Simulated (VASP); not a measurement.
```yaml
crystal:
  lattice:
    - [4.54622, 0.00000, 0.00000]
    - [-2.27311, 3.93714, 0.00000]
    - [0.00000, 0.00000, 5.16933]
  atoms:
    - { symbol: Ba, position: [0.33333, 0.66667, 0.99915] }
    - { symbol: Ga, position: [0.00000, 0.00000, 0.41801] }
    - { symbol: Sn, position: [0.66667, 0.33333, 0.54180] }
    - { symbol: H, position: [0.00000, 0.00000, 0.08475] }
```

The numbers are results of PBEsol GGA, VASP's PBE PAW potentials (set 64) (plane waves; VASP), not measurements. Settings: 400 eV cut-off, Gaussian smearing of 0.050 eV, potentials Ba_sv Ga_d Sn_d H.

Unless said otherwise, spin-orbit coupling is left out, though it shifts the bands of the heavy elements here.

### Question
Give the energies of bands 15 to 22 at the high-symmetry points, in eV from the valence-band maximum.

### Answer

| band | Γ | M | K | A | L | H |
|---|---|---|---|---|---|---|
| 15 | -9.41 | -7.32 | -6.79 | -8.56 | -7.74 | -6.98 |
| 16 | -4.42 | -6.60 | -6.71 | -5.64 | -5.95 | -6.92 |
| 17 | -1.14 | -3.13 | -3.28 | -0.01 | -3.67 | -3.52 |
| 18 | -0.65 | -1.28 | -2.76 | 0.00 | -1.87 | -2.33 |
| 19 | -0.65 | -0.68 | -0.78 | 0.00 | -1.15 | -0.81 |
| 20 | 0.58 | 0.51 | 0.82 | 0.27 | 1.59 | 2.90 |
| 21 | 3.24 | 1.84 | 2.58 | 1.32 | 3.35 | 3.56 |
| 22 | 3.24 | 2.76 | 3.36 | 1.32 | 4.00 | 3.60 |

The gap is direct, 0.27 eV, from the valence maximum at A to the conduction minimum at A.

The structure comes from a computed database's BaGaSnH entry (P3m1); how it stands against other phases isn't given here. It was relaxed first, which changed the volume by -7 %.
